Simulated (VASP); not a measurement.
## Lanthanum: formation energy of a point defect

Aim: the formation energy and local structure of a point defect in Lanthanum. The start is a cell from a database of measured crystal structures.

Program: VASP 6.6.1. Level of theory: PBEsol; plane waves and PAW (La). Results are calculated unless marked as measured.

## 1. Set-up

The structure is hexagonal, space group P6_3/mmc (No. 194). Conventional cell: a = 3.770 Å, b = 3.770 Å, c = 12.159 Å, α = 90.00°, β = 90.00°, γ = 120.00°. La has 12 La at 3.74 to 3.77 Å nearest. La has 12 La at 3.74 to 3.77 Å nearest.

As a file:

```xyz
4
Lattice="3.7700 0.0000 0.0000 -1.8850 3.2649 0.0000 0.0000 0.0000 12.1590" Properties=species:S:1:pos:R:3 pbc="T T T"
La    1.8850    1.0883    3.0398
La    0.0000    2.1766    9.1193
La    0.0000    0.0000    6.0795
La    0.0000    0.0000    0.0000
```

## 2. Relaxing the host crystal

Cell and atoms are relaxed first, so that later runs start from this functional's own cell.

Input file INCAR:

```
SYSTEM = La
PREC = Accurate
ENCUT = 400
EDIFF = 1E-06
NELM = 120
ISMEAR = 1
SIGMA = 0.15
LREAL = .FALSE.
ALGO = Normal
GGA = PS
NBANDS = 28
LASPH = .TRUE.
LORBIT = 11
LWAVE = .FALSE.
LCHARG = .FALSE.
KPAR = 4
IBRION = 2
NSW = 40
ISIF = 3
EDIFFG = -0.02
POTIM = 0.4
```

Input file POSCAR:

```
La
1.0
    3.7700000000      0.0000000000      0.0000000000
   -1.8850000000      3.2649157723      0.0000000000
    0.0000000000      0.0000000000     12.1590000000
La
4
Direct
    0.6666666667      0.3333333333      0.2500000000
    0.3333333333      0.6666666667      0.7500000000
    0.0000000000      0.0000000000      0.5000000000
    0.0000000000      0.0000000000      0.0000000000
```

Input file KPOINTS:

```
Automatic mesh
0
Gamma
7 7 2
0 0 0
```

Potentials, in the order of the species: La (PBE family, release 64).

Run with:

```bash
> mpirun -np 4 vasp_std
```

The program printed:

```text
[banner, memory and clock lines left out]
running    4 mpi-ranks, on    1 nodes
 distrk:  each k-point on    1 cores,    4 groups
 distr:  one band on    1 cores,    1 groups

 POSCAR found type information on POSCAR La
 POSCAR found :  1 types and       4 ions
|                                                                             |
|               ----> ADVICE to this user running VASP <----                  |
|                                                                             |
|     You enforced a specific xc type in the INCAR file but a different       |
|     [... a line on the potential file left out ...]
|     I HOPE YOU KNOW WHAT YOU ARE DOING!                                     |
|                                                                             |

 LDA part: xc-table for (Slater+PW92), standard interpolation
 POSCAR, INCAR and KPOINTS ok, starting setup
 FFT: planning ... GRIDC
 FFT: planning ... GRID_SOFT
 FFT: planning ... GRID
 WAVECAR not read
 entering main loop
       N       E                     dE             d eps       ncg     rms          rms(c)
DAV:   1     0.536733711161E+03    0.53673E+03   -0.12698E+04   896   0.172E+03
DAV:   2     0.972848400911E+02   -0.43945E+03   -0.43199E+03  1344   0.413E+02
DAV:   3    -0.699214417850E+01   -0.10428E+03   -0.10260E+03  1592   0.236E+02
DAV:   4    -0.192745062364E+02   -0.12282E+02   -0.11961E+02  1664   0.811E+01
DAV:   5    -0.211566364298E+02   -0.18821E+01   -0.18044E+01  1776   0.302E+01    0.451E+00
DAV:   6    -0.213357667873E+02   -0.17913E+00   -0.24819E+00  1712   0.111E+01    0.217E+00
DAV:   7    -0.213299537863E+02    0.58130E-02   -0.30454E-01  1768   0.392E+00    0.618E-01
DAV:   8    -0.213303104542E+02   -0.35667E-03   -0.37620E-02  1752   0.124E+00    0.208E-01
DAV:   9    -0.213309957616E+02   -0.68531E-03   -0.56793E-03  1712   0.498E-01    0.109E-01
DAV:  10    -0.213311968510E+02   -0.20109E-03   -0.88696E-04  1736   0.178E-01    0.729E-02
DAV:  11    -0.213313030467E+02   -0.10620E-03   -0.40015E-04  1624   0.120E-01    0.276E-02
DAV:  12    -0.213313273698E+02   -0.24323E-04   -0.11716E-04  1624   0.659E-02    0.430E-03
DAV:  13    -0.213313271511E+02    0.21877E-06   -0.10051E-05  1384   0.221E-02    0.787E-03
DAV:  14    -0.213313294897E+02   -0.23386E-05   -0.83828E-06  1304   0.218E-02    0.165E-03
DAV:  15    -0.213313291664E+02    0.32322E-06   -0.46493E-07   784   0.120E-02
   1 F= -.21331329E+02 E0= -.21330148E+02  d E =-.213313E+02
 curvature:   0.00 expect dE= 0.000E+00 dE for cont linesearch  0.000E+00
 trial: gam= 0.00000 g(F)=  0.346E-47 g(S)=  0.144E+00 ort = 0.000E+00 (trialstep = 0.100E+01)
 search vector abs. value=  0.144E+00
 bond charge predicted
       N       E                     dE             d eps       ncg     rms          rms(c)
DAV:   1    -0.224482315007E+02   -0.11169E+01   -0.34237E+01  1176   0.461E+01    0.484E+00
DAV:   2    -0.217252609753E+02    0.72297E+00   -0.31534E+00  1488   0.178E+01    0.259E+00
DAV:   3    -0.214172506602E+02    0.30801E+00   -0.18411E+00  1272   0.105E+01    0.755E-01
DAV:   4    -0.214202417496E+02   -0.29911E-02   -0.23596E-01  1552   0.456E+00    0.230E-01
DAV:   5    -0.214255930889E+02   -0.53513E-02   -0.31770E-02  1624   0.116E+00    0.295E-01
DAV:   6    -0.214271948113E+02   -0.16017E-02   -0.66175E-03  1736   0.466E-01    0.237E-01
DAV:   7    -0.214271920413E+02    0.27699E-05   -0.43656E-03  1464   0.543E-01    0.414E-02
DAV:   8    -0.214272051462E+02   -0.13105E-04   -0.27877E-04  1648   0.140E-01    0.262E-02
DAV:   9    -0.214272235189E+02   -0.18373E-04   -0.72121E-05  1552   0.542E-02    0.124E-02
DAV:  10    -0.214272227849E+02    0.73409E-06   -0.11650E-05  1376   0.262E-02    0.668E-03
DAV:  11    -0.214272234660E+02   -0.68115E-06   -0.20593E-06   824   0.131E-02
   2 F= -.21427223E+02 E0= -.21424890E+02  d E =-.958943E-01
[...]
3 F= -.21437223E+02 E0= -.21434935E+02  d E =-.105894E+00
[...]
4 F= -.21437369E+02 E0= -.21435112E+02  d E =-.106040E+00
[...]
5 F= -.21437923E+02 E0= -.21435974E+02  d E =-.554480E-03
 trial-energy change:   -0.000554  1 .order   -0.000528   -0.000702   -0.000354
 step:   1.7238(harm=  2.1919)  dis= 0.00000  next Energy=   -21.438032 (dE=-0.663E-03)
 bond charge predicted
       N       E                     dE             d eps       ncg     rms          rms(c)
DAV:   1    -0.214387575797E+02   -0.83492E-03   -0.55423E-02  1320   0.397E+00    0.117E-01
DAV:   2    -0.214382780973E+02    0.47948E-03   -0.17965E-03  1600   0.445E-01    0.617E-02
DAV:   3    -0.214381078966E+02    0.17020E-03   -0.81800E-04  1704   0.274E-01    0.150E-02
DAV:   4    -0.214381077331E+02    0.16346E-06   -0.44471E-05  1512   0.578E-02    0.902E-03
DAV:   5    -0.214381077637E+02   -0.30622E-07   -0.20771E-06   864   0.157E-02
   6 F= -.21438108E+02 E0= -.21436341E+02  d E =-.739048E-03
 curvature:  -0.90 expect dE=-0.446E-04 dE for cont linesearch -0.438E-04
 trial: gam=-0.19961 g(F)=  0.141E-46 g(S)=  0.493E-04 ort = 0.177E-03 (trialstep = 0.121E+01)
 search vector abs. value=  0.435E-05
 reached required accuracy - stopping structural energy minimisation
```

It took 48 s on 4 MPI ranks of Intel Xeon 6975P-C (Granite Rapids), shared host; peak memory 0.99 GiB; 3.1 min of CPU time.

The logs omit lines about the potential files and the build; timing stands in the text.

Parts of OUTCAR (step 2):

```text
ion  position               nearest neighbor table
   1  0.667  0.333  0.250-
   2  0.333  0.667  0.750-
   3  0.000  0.000  0.500-
   4  0.000  0.000  0.000-

  LATTYP: Found a hexagonal cell.
 ALAT       =     3.7700000000
 C/A-ratio  =     3.2251989390

 Subroutine GETGRP returns: Found 24 space group operations
 (whereof 12 operations were pure point group operations)

The static configuration has the point symmetry D_3d.
 The point group associated with its full space group is D_6h.

 Found     16 irreducible k-points:

   k-points           NKPTS =     16   k-points in BZ     NKDIM =     16   number of bands    NBANDS=     28

   dimension x,y,z NGX =    28 NGY =   28 NGZ =   80
   dimension x,y,z NGXF=    56 NGYF=   56 NGZF=  160

   ENCUT  =  400.0 eV  29.40 Ry    5.42 a.u.   6.15  6.15 19.83*2*pi/ulx,y,z

   NELECT =      44.0000    total number of electrons

 k-points in reciprocal lattice and weights: Automatic mesh
   0.00000000  0.00000000  0.00000000       0.010
   0.14285714  0.00000000  0.00000000       0.061
   0.28571429  0.00000000  0.00000000       0.061
   0.42857143  0.00000000  0.00000000       0.061
   0.14285714  0.14285714  0.00000000       0.061
   0.28571429  0.14285714  0.00000000       0.122
   0.42857143  0.14285714  0.00000000       0.061
   0.28571429  0.28571429  0.00000000       0.061
   0.00000000  0.00000000  0.50000000       0.010
[...]
0.42857143  0.14285714  0.50000000       0.061
   0.28571429  0.28571429  0.50000000       0.061

 average (electrostatic) potential at core
       1 -95.3321       2 -95.3321       3 -95.3120       4 -95.3120

 E-fermi :   8.5861

 k-point     1 :       0.0000    0.0000    0.0000
  band No.  band energies     occupation
    ...
     16      -6.9039      2.00000
     17       5.4109      2.00000
     18       6.7168      2.00000
     19       6.7605      2.00000
     20       6.7655      2.00000
     21       9.1527     -0.00000
     22       9.2859     -0.00000
     23       9.8528     -0.00000
     24       9.9000     -0.00000
     25       9.9000     -0.00000
    ...

 k-point     2 :       0.1429    0.0000    0.0000
  band No.  band energies     occupation
    ...
     17       5.9903      2.00000
     18       7.1931      2.00000
     19       7.2834      2.00000
     20       7.3218      2.00000
     21       8.5379      1.51407
     22       8.8359     -0.04021
     23       9.0145     -0.00041
     24       9.0799     -0.00003
     25       9.2813     -0.00000
     26       9.8683     -0.00000
    ...

 k-point     3 :       0.2857    0.0000    0.0000
  band No.  band energies     occupation
    ...
     18       7.1818      2.00000
     19       7.2119      2.00000
     20       7.7893      2.00000
     21       8.0959      2.00004
     22       8.1371      2.00019
     23       8.9176     -0.00767
     24       9.1399     -0.00000
     25       9.3716     -0.00000
     26       9.8014     -0.00000
     27       9.9054     -0.00000
    ...

  Total       -0.0230902     -0.0230902      0.0635679      0.0000000      0.0000000      0.0000000
  in kB       -0.2714709     -0.2714709      0.7473661      0.0000000      0.0000000      0.0000000
  external PRESSURE =       0.0681414 kB  Pullay stress =       0.0000000 kB

  energy-cutoff  :      400.00
  volume of cell :      136.27
      direct lattice vectors                 reciprocal lattice vectors
     3.641296921 -0.000000000 -0.000000000     0.274627426  0.158556218  0.000000000
    -1.820648461  3.153455636  0.000000000     0.000000000  0.317112436  0.000000000
     0.000000000 -0.000000000 11.867860900     0.000000000 -0.000000000  0.084261183

 POSITION                                       TOTAL-FORCE (eV/Angst)
 -----------------------------------------------------------------------------------
      1.82065      1.05115      2.96697         0.000000      0.000000     -0.000000
     -0.00000      2.10230      8.90090        -0.000000      0.000000      0.000000
      0.00000     -0.00000      5.93393         0.000000     -0.000000      0.000000
      0.00000     -0.00000      0.00000         0.000000     -0.000000      0.000000
 -----------------------------------------------------------------------------------
    total drift:                               -0.000000      0.000000      0.000000

  FREE ENERGIE OF THE ION-ELECTRON SYSTEM (eV)
  ---------------------------------------------------
  free  energy   TOTEN  =       -21.4381077637 eV

  energy  without entropy=      -21.4328089293  energy(sigma->0) =      -21.43634149

 reached required accuracy - stopping structural energy minimisation

 total charge
# of ion       s       p       d       f       tot
--------------------------------------------------
    1        2.103   5.527   0.948   0.090   8.668
    2        2.103   5.527   0.948   0.090   8.668
    3        2.101   5.518   0.956   0.102   8.676
    4        2.101   5.518   0.956   0.102   8.676
--------------------------------------------------
tot          8.408  22.090   3.808   0.384  34.688

[... 3 further parts left out ...]
```

CONTCAR:

```
La
   1.00000000000000
     3.6412969210519339   -0.0000000000000000   -0.0000000000000000
    -1.8206484605259670    3.1534556363823651    0.0000000000000000
     0.0000000000000000   -0.0000000000000000   11.8678609004061872
  La
     4
Direct
     0.6666666667000030    0.3333333332999970    0.2500000000000000
     0.3333333332999970    0.6666666667000030    0.7500000000000000
     0.0000000000000000    0.0000000000000000    0.5000000000000000
     0.0000000000000000    0.0000000000000000    0.0000000000000000
```

The k-mesh is coarse for a metal. The PAW data sets were made with PBE, which is usual practice but a small mismatch for other functionals. After so large a change of volume the plane waves of the start cell no longer fit, so the final stress carries a basis-set error. The run keeps the 24 symmetry operations of its start, so it cannot find a distortion of lower symmetry.

The steps of the relaxation:

| step | energy less that of the first step (eV) | largest force (eV/Å) | pressure (GPa) | volume (Å³) |
| --- | --- | --- | --- | --- |
| 1 | 0.0000 | 0.0000 | -2.38 | 149.66 |
| 2 | -0.0959 | 0.0000 | -0.77 | 140.25 |
| 3 | -0.1059 | 0.0000 | -0.08 | 136.74 |
| 4 | -0.1060 | 0.0000 | 0.02 | 136.27 |
| 5 | -0.1066 | 0.0000 | 0.01 | 136.27 |
| 6 | -0.1068 | 0.0000 | 0.01 | 136.27 |

| conventional cell, symmetrised | before | after | change |
| --- | --- | --- | --- |
| a (Å) | 3.770 | 3.641 | -3.4 % |
| b (Å) | 3.770 | 3.641 | -3.4 % |
| c (Å) | 12.159 | 11.868 | -2.4 % |
| volume (Å³/atom) | 37.42 | 34.07 | -8.9 % |

Final coordinates:

```
La
1.0
     3.64130    0.00000    0.00000
    -1.82065    3.15346    0.00000
     0.00000    0.00000   11.86786
La
4
Cartesian
  1.8206 1.0512 2.9670
  0.0000 2.1023 8.9009
  0.0000 0.0000 5.9339
  0.0000 0.0000 0.0000
```

This step gave:

```yaml
electronic_cycles: 54
electrons: 44
free_energy_toten: -21.44 eV
energy_at_zero_smearing: -21.44 eV
fermi_energy: 8.586 eV
labelled_metallic_from_the_levels_on_this_mesh: yes
```

The run ended after 6 ionic steps, 0.107 eV below its first step, once forces and stress met EDIFFG = -0.02.

(Continued in part 2 of 2.)

[Lines on the potential files, build, host, timing and source positions are cut from VASP's logs without a mark.]

[Logs are printed without paths, hosts, clocks, repeated set-up lines and the standing remarks that a program may print on its own settings, such as how far it seeks lower states.]

[Hosts, paths, dates, database ids (printed as entryN), source tags and the programs' standing remarks are cut or masked in the printed files.]

[In band tables of VASP the shares of atoms and orbitals are scaled to a sum of 1 inside the atoms' spheres.]

[Runs that stopped without an error message from VASP are left out.]
